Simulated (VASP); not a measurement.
A VASP calculation is set up with these files.

INCAR:
```
SYSTEM = Li3BrO
PREC = Accurate; ENCUT = 400; LREAL = .False.
LASPH = .True.
EDIFF = 1E-6; NELM = 100; ALGO = Normal
LMAXMIX = 4
ISMEAR = 0; SIGMA = 0.01
ISIF = 2
LWAVE = .False.; LCHARG = .False.
```

### POSCAR
```
Li3BrO
3.948640
  1.0000000000   0.0000000000   0.0000000000
  0.0000000000   1.0000000000   0.0000000000
  0.0000000000   0.0000000000   1.0000000000
Li Br O
3 1 1
direct
  0.4998740000  -0.0103690000   0.0082980000
  0.0133310000   0.4927540000  -0.0037460000
 -0.0016910000   0.0032370000   0.5014520000
  0.4962690000   0.5140540000   0.5043140000
 -0.0077830000   0.0003240000  -0.0103180000
```

KPOINTS:
```
Automatic
0
Gamma
  6 6 6
0 0 0
```

POTCAR, in this order: Li_sv Br O (LDA.64 set). Program: vasp_std.

Q: Write an equivalent input for Quantum ESPRESSO's pw.x.

A: One equivalent input (not run):
```
&CONTROL
  calculation = 'scf'
  pseudo_dir = './pseudo'
  outdir = './out'
  tprnfor = .true.
  tstress = .true.
/
&SYSTEM
  ibrav = 0
  nat = 5
  ntyp = 3
  ecutwfc = 84
  occupations = 'smearing'
  smearing = 'gaussian'
  degauss = 0.000735
  input_dft = 'pz'
/
&ELECTRONS
  conv_thr = 7.3e-08
  electron_maxstep = 100
/
ATOMIC_SPECIES
  Li 6.940 Li.upf
  Br 79.904 Br.upf
  O 15.999 O.upf
CELL_PARAMETERS angstrom
     3.9486400    0.0000000    0.0000000
     0.0000000    3.9486400    0.0000000
     0.0000000    0.0000000    3.9486400
ATOMIC_POSITIONS crystal
  Li   0.4998740 -0.0103690  0.0082980
  Li   0.0133310  0.4927540 -0.0037460
  Li  -0.0016910  0.0032370  0.5014520
  Br   0.4962690  0.5140540  0.5043140
  O   -0.0077830  0.0003240 -0.0103180
K_POINTS automatic
  6 6 6 0 0 0
```
What does not carry over: the potentials are each code's own (VASP's PAW set, PseudoDojo norm-conserving files in pw.x), so ENCUT and ecutwfc are chosen apart and not converted; conv_thr bounds pw.x's estimated SCF error, while EDIFF bounds the energy change between steps.

The structure comes from a computed database's Li3BrO entry; how it stands against other phases isn't given here. The cell was not relaxed at this level, atoms are displaced from their ideal sites. The run is one of a series of settings (GGA removed, POTCAR Li_sv Br O (LDA.64 set) against the base run), some of them coarse on purpose.
